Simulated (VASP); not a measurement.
Output of a VASP run:

**OUTCAR**
```
 ion  position               nearest neighbor table
   1  0.500  0.500  0.500-   2 2.52   2 2.52   2 2.52   2 2.52   2 2.52   2 2.52   2 2.52   2 2.52
  LATTYP: Found a simple cubic cell.
 ALAT       =     2.9100000000
 Subroutine PRICEL returns:
 Original cell was already a primitive cell.
 Subroutine GETGRP returns: Found 48 space group operations
The static configuration has the point symmetry O_h .
The dynamic configuration has the point symmetry O_h .
 Subroutine INISYM returns: Found 48 space group operations
 Subroutine IBZKPT returns following result:
 Found     56 irreducible k-points:

 Following reciprocal coordinates:
            Coordinates               Weight
  0.000000  0.000000  0.000000      1.000000
  0.090909  0.000000  0.000000      6.000000
  0.181818  0.000000  0.000000      6.000000
  0.272727  0.000000  0.000000      6.000000
  0.363636  0.000000  0.000000      6.000000
  0.454545  0.000000  0.000000      6.000000
  0.090909  0.090909  0.000000     12.000000
  0.181818  0.090909  0.000000     24.000000
  0.272727  0.090909  0.000000     24.000000
  0.363636  0.090909  0.000000     24.000000
  0.454545  0.090909  0.000000     24.000000
  0.181818  0.181818  0.000000     12.000000
  0.272727  0.181818  0.000000     24.000000
  0.363636  0.181818  0.000000     24.000000
  0.454545  0.181818  0.000000     24.000000
  0.272727  0.272727  0.000000     12.000000
  0.363636  0.272727  0.000000     24.000000
  0.454545  0.272727  0.000000     24.000000
  0.363636  0.363636  0.000000     12.000000
  0.454545  0.363636  0.000000     24.000000
  0.454545  0.454545  0.000000     12.000000
  0.090909  0.090909  0.090909      8.000000
  0.181818  0.090909  0.090909     24.000000
  0.272727  0.090909  0.090909     24.000000
  0.363636  0.090909  0.090909     24.000000
  0.454545  0.090909  0.090909     24.000000
  0.181818  0.181818  0.090909     24.000000
  0.272727  0.181818  0.090909     48.000000
  0.363636  0.181818  0.090909     48.000000
  0.454545  0.181818  0.090909     48.000000
  0.272727  0.272727  0.090909     24.000000
  0.363636  0.272727  0.090909     48.000000
  0.454545  0.272727  0.090909     48.000000
  0.363636  0.363636  0.090909     24.000000
  0.454545  0.363636  0.090909     48.000000
  0.454545  0.454545  0.090909     24.000000
  0.181818  0.181818  0.181818      8.000000
  0.272727  0.181818  0.181818     24.000000
  0.363636  0.181818  0.181818     24.000000
  0.454545  0.181818  0.181818     24.000000
   k-points           NKPTS =     56   k-points in BZ     NKDIM =     56   number of bands    NBANDS=      9
   number of dos      NEDOS =    301   number of ions     NIONS =      2
   total plane-waves  NPLWV =   8000
   dimension x,y,z NGX =    20 NGY =   20 NGZ =   20
   dimension x,y,z NGXF=    40 NGYF=   40 NGZF=   40
   ions per type =               1   1
   PREC   = accura    normal or accurate (medium, high low for compatibility)
   ISTART =      0    job   : 0-new  1-cont  2-samecut
   ICHARG =      2    charge: 1-file 2-atom 10-const
   ISPIN  =      1    spin polarized calculation?
   LNONCOLLINEAR =      F non collinear calculations
   LSORBIT =      F    spin-orbit coupling
   INIWAV =      1    electr: 0-lowe 1-rand  2-diag
   ENCUT  =  400.0 eV  29.40 Ry    5.42 a.u.   4.75  4.75  4.75*2*pi/ulx,y,z
   NELM   =    100;   NELMIN=  2; NELMDL= -5     # of ELM steps
   EDIFF  = 0.1E-05   stopping-criterion for ELM
   LREAL  =      F    real-space projection
   NLSPLINE    = F    spline interpolate recip. space projectors
   LMAXMIX     =    4 max onsite mixed and CHGCAR
   VOSKOWN=      0    Vosko Wilk Nusair interpolation
   EDIFFG = -.1E-01   stopping-criterion for IOM
   NSW    =     60    number of steps for IOM
   NBLOCK =      1;   KBLOCK =     60    inner block; outer block
   IBRION =      2    ionic relax: 0-MD 1-quasi-New 2-CG
   NFREE  =      1    steps in history (QN), initial steepest desc. (CG)
...
```

### OSZICAR
```
...
DAV:   3    -0.160453037529E+02   -0.10563E+01   -0.10374E+01  1199   0.372E+01
DAV:   4    -0.160675466469E+02   -0.22243E-01   -0.22217E-01  1337   0.482E+00
DAV:   5    -0.160678728016E+02   -0.32615E-03   -0.32614E-03  1267   0.467E-01    0.133E+01
DAV:   6    -0.183807516046E+02   -0.23129E+01   -0.75739E+01  1166   0.141E+02    0.190E+01
DAV:   7    -0.142258318826E+02    0.41549E+01   -0.38864E+01  1179   0.883E+01    0.252E+00
DAV:   8    -0.141891601555E+02    0.36672E-01   -0.21898E-01  1171   0.569E+00    0.146E+00
DAV:   9    -0.141718956996E+02    0.17264E-01   -0.45184E-02  1262   0.321E+00    0.387E-01
DAV:  10    -0.141713184695E+02    0.57723E-03   -0.74665E-04  1121   0.344E-01    0.158E-01
DAV:  11    -0.141712854569E+02    0.33013E-04   -0.38455E-05  1298   0.641E-02    0.152E-02
DAV:  12    -0.141712837804E+02    0.16764E-05   -0.33141E-06  1044   0.231E-02    0.622E-03
DAV:  13    -0.141712835836E+02    0.19677E-06   -0.10952E-06   541   0.117E-02
   1 F= -.14171284E+02 E0= -.14171213E+02  d E =-.141713E+02
       N       E                     dE             d eps       ncg     rms          rms(c)
DAV:   1    -0.189880534281E+02   -0.48168E+01   -0.91804E+01  1068   0.191E+02    0.230E+01
DAV:   2    -0.204255771828E+02   -0.14375E+01   -0.13213E+02  1101   0.202E+02    0.209E+01
DAV:   3    -0.143353735243E+02    0.60902E+01   -0.60231E+01  1099   0.120E+02    0.520E+00
DAV:   4    -0.142251774095E+02    0.11020E+00   -0.58986E-01  1311   0.101E+01    0.363E+00
DAV:   5    -0.141682611270E+02    0.56916E-01   -0.16894E-01  1340   0.625E+00    0.101E+00
DAV:   6    -0.141668670627E+02    0.13941E-02   -0.40628E-03  1133   0.846E-01    0.228E-01
DAV:   7    -0.141668932487E+02   -0.26186E-04   -0.93085E-05  1355   0.947E-02    0.521E-02
DAV:   8    -0.141668834137E+02    0.98350E-05   -0.76153E-05  1283   0.147E-01    0.109E-02
DAV:   9    -0.141668834638E+02   -0.50071E-07   -0.66343E-07   551   0.973E-03
   2 F= -.14166883E+02 E0= -.14166725E+02  d E =0.440012E-02
       N       E                     dE             d eps       ncg     rms          rms(c)
DAV:   1    -0.155823839890E+02   -0.14155E+01   -0.24815E+01  1048   0.106E+02    0.105E+01
DAV:   2    -0.169664168450E+02   -0.13840E+01   -0.53353E+01  1319   0.118E+02    0.137E+01
DAV:   3    -0.143331407158E+02    0.26333E+01   -0.15988E+01  1278   0.705E+01    0.191E+00
DAV:   4    -0.143253919348E+02    0.77488E-02   -0.82448E-02  1121   0.326E+00    0.146E+00
DAV:   5    -0.143124447562E+02    0.12947E-01   -0.15771E-02  1221   0.113E+00    0.201E-01
DAV:   6    -0.143125024665E+02   -0.57710E-04   -0.17367E-04  1085   0.130E-01    0.906E-02
DAV:   7    -0.143125053181E+02   -0.28516E-05   -0.12800E-04  1232   0.207E-01    0.565E-03
DAV:   8    -0.143125053105E+02    0.76548E-08   -0.10889E-06   598   0.162E-02
   3 F= -.14312505E+02 E0= -.14312440E+02  d E =-.141222E+00
       N       E                     dE             d eps       ncg     rms          rms(c)
DAV:   1    -0.143131097298E+02   -0.60441E-03   -0.10615E-02  1054   0.214E+00    0.221E-01
DAV:   2    -0.143136326005E+02   -0.52287E-03   -0.20725E-02  1174   0.243E+00    0.270E-01
DAV:   3    -0.143125576285E+02    0.10750E-02   -0.78644E-03  1181   0.151E+00    0.269E-02
DAV:   4    -0.143125464992E+02    0.11129E-04   -0.34474E-05  1055   0.616E-02    0.448E-03
DAV:   5    -0.143125464093E+02    0.89890E-07   -0.11093E-06   581   0.163E-02
   4 F= -.14312546E+02 E0= -.14312480E+02  d E =-.141263E+00
```

### OUTCAR
```
------------------------ aborting loop because EDIFF is reached ----------------------------------------
  FORCE on cell =-STRESS in cart. coord.  units (eV):
  Direction    XX          YY          ZZ          XY          YZ          ZX
  --------------------------------------------------------------------------------------
  Total        0.0120309      0.0120309      0.0120309      0.0000000      0.0000000     -0.0000000
  in kB        0.8667286      0.8667286      0.8667286      0.0000000      0.0000000     -0.0000000
  external PRESSURE =       0.8667286 kB  Pullay stress =       0.0000000 kB
  volume of cell :       22.24
      direct lattice vectors                 reciprocal lattice vectors
     2.812174789  0.000000000 -0.000000000     0.355596673 -0.000000000 -0.000000000
     0.000000000  2.812174789  0.000000000    -0.000000000  0.355596673 -0.000000000
     0.000000000  0.000000000  2.812174789     0.000000000 -0.000000000  0.355596673
 POSITION                                       TOTAL-FORCE (eV/Angst)
 -----------------------------------------------------------------------------------
      1.40609      1.40609      1.40609         0.000000      0.000000      0.000000
      0.00000      0.00000      0.00000        -0.000000     -0.000000      0.000000
 -----------------------------------------------------------------------------------
    total drift:                               -0.000000      0.000000     -0.000000
  FREE ENERGIE OF THE ION-ELECTRON SYSTEM (eV)
  ---------------------------------------------------
  free  energy   TOTEN  =       -14.3125464093 eV

  energy  without entropy=      -14.3123482911  energy(sigma->0) =      -14.31248037

 reached required accuracy - stopping structural energy minimisation
```
(Selected blocks of OUTCAR.)

**POSCAR**
```
FeAl
1
    2.9100000000     0.0000000000     0.0000000000
    0.0000000000     2.9100000000     0.0000000000
    0.0000000000     0.0000000000     2.9100000000
Al Fe
1 1
Direct
  0.5000000000   0.5000000000   0.5000000000
  0.0000000000   0.0000000000   0.0000000000
```

Task: Reconstruct the remaining input files.

Result: One answer among several that fit: the input of the run itself, LDA (Ceperley-Alder, Perdew-Zunger), plane waves, VASP's LDA PAW potentials (set 64).

### INCAR
```
SYSTEM = FeAl
PREC = Accurate
ENCUT = 400
EDIFF = 1E-6
NELM = 100
ALGO = Normal
LREAL = .FALSE.
LASPH = .TRUE.
ISMEAR = 1
SIGMA = 0.1
LMAXMIX = 4
LWAVE = .FALSE.
LCHARG = .FALSE.
IBRION = 2
ISIF = 3
NSW = 60
EDIFFG = -0.01
```

File KPOINTS:
```
Automatic mesh
0
Gamma
11 11 11
0 0 0
```

POTCAR, in this order: Al Fe (LDA.64 set). Program: vasp_std.

Energy and stress use the plane-wave basis of the starting cell.

The compound is FeAl in the CsCl type structure. This run relaxes it. Symmetry was kept, so distortions that lower it aren't found. The run is not spin-polarised, so no magnetic state was tried. The electron count is odd and the run is not spin-polarised, which forces a metal.
